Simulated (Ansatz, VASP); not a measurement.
Cu3Pd in VASP and in Ansatz

```
Cu Pd
1.0
     3.61184    0.00000    0.00000
     0.00000    3.61184    0.00000
     0.00000    0.00000    3.61184
Cu Pd
3 1
Cartesian
  0.0000 1.8059 1.8059
  1.8059 0.0000 1.8059
  1.8059 1.8059 0.0000
  0.0000 0.0000 0.0000
```

Alike in both runs: functional LDA; k mesh 12 × 12 × 12; occupations gaussian, width 0.1 eV; no spin polarisation.

Ansatz relaxed the structure, and its values are those at the end. VASP's run is a single point on that final structure, the one shown.

```csv
,VASP,Ansatz
version,VASP 6.6.1,Ansatz 0.2.0
potentials or method,"VASP PAW LDA potentials, release 64 (Cu, Pd)","scalar-relativistic, plane waves, PAW"
plane-wave cutoff (eV),520,420
valence electrons in the cell,43,75
```

Ansatz gave:

| Item | Value |
| --- | --- |
| gap on the k mesh at the Fermi level (eV) | none |
| pressure (GPa) | 0.0 |

Problem. Estimate VASP's values.

Solution. gap on the k mesh at the Fermi level (eV): none; pressure (GPa): 0.7.

A gap of «none» marks a metal or a gap that the smearing closes. The two sets of potentials don't hold the same shells in valence.
